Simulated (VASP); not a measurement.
Calculation: r2SCAN meta-GGA, VASP's PBE PAW potentials (set 64) (plane waves; VASP).

VASP input:

**INCAR**
```
SIGMA  =  0.05   ! width (eV)
NELM  =  100
ENCUT  =  520   ! plane-wave cut-off (eV)
NSW  =  60
ISIF  =  3   ! ions, shape and volume
IBRION  =  2
EDIFFG  =  -0.02   ! ionic stop
LASPH  =  T
EDIFF  =  1E-6   ! SCF stop (eV)
ALGO  =  Normal
LORBIT  =  10
ISPIN  =  2   ! spin-polarised
LWAVE  =  F
LMIXTAU  =  T
ISMEAR  =  0   ! Gaussian
MAGMOM  =  1.6 -1.6 0.0 0.0
LMAXMIX  =  4   ! l cut-off of mixed one-centre charges
METAGGA  =  R2SCAN
PREC  =  Accurate
LREAL  =  F
LCHARG  =  F
SYSTEM  =  NiO
```

KPOINTS:
```
Automatic mesh
0
Gamma
8 8 8
0 0 0
```

**POSCAR**
```
NiO
1
    4.1599694198     2.0769174919     2.0769174919
    2.0769174919     4.1599694198     2.0769174919
    2.0769174919     2.0769174919     4.1599694198
Ni O
2 2
Direct
  0.0000000000   0.0000000000   0.0000000000
  0.5000000000   0.5000000000   0.5000000000
  0.2500000000   0.2500000000   0.2500000000
  0.7500000000   0.7500000000   0.7500000000
```

POTCAR, in this order: Ni O (PBE.64 set). Program: vasp_std.

Problem. Estimate the energy per atom (σ→0), cell moment.

Solution. 
```json
{
 "energy per atom (σ→0)": "-10.141 eV/atom",
 "cell_moment": "0.00 μB"
}
```

File OSZICAR:
```
...
DAV:  10    -0.405606969533E+02   -0.16177E-01   -0.88229E-02  7960   0.577E+00    0.575E-01
DAV:  11    -0.405632100390E+02   -0.25131E-02   -0.13847E-02  5872   0.161E+00    0.237E-01
DAV:  12    -0.405634048272E+02   -0.19479E-03   -0.17591E-03  6088   0.552E-01    0.883E-02
DAV:  13    -0.405634582823E+02   -0.53455E-04   -0.10802E-04  7348   0.199E-01    0.246E-02
DAV:  14    -0.405634636985E+02   -0.54163E-05   -0.19508E-05  6116   0.629E-02    0.109E-02
DAV:  15    -0.405634719397E+02   -0.82411E-05   -0.43243E-06  5244   0.260E-02    0.237E-03
DAV:  16    -0.405634718485E+02    0.91205E-07   -0.31567E-07  2816   0.694E-03
   1 F= -.40563472E+02 E0= -.40563472E+02  d E =-.405635E+02  mag=     0.0000
```

The compound is NiO in the rock salt, AFM-II order structure. It was relaxed first. The start is the result of an earlier pass.
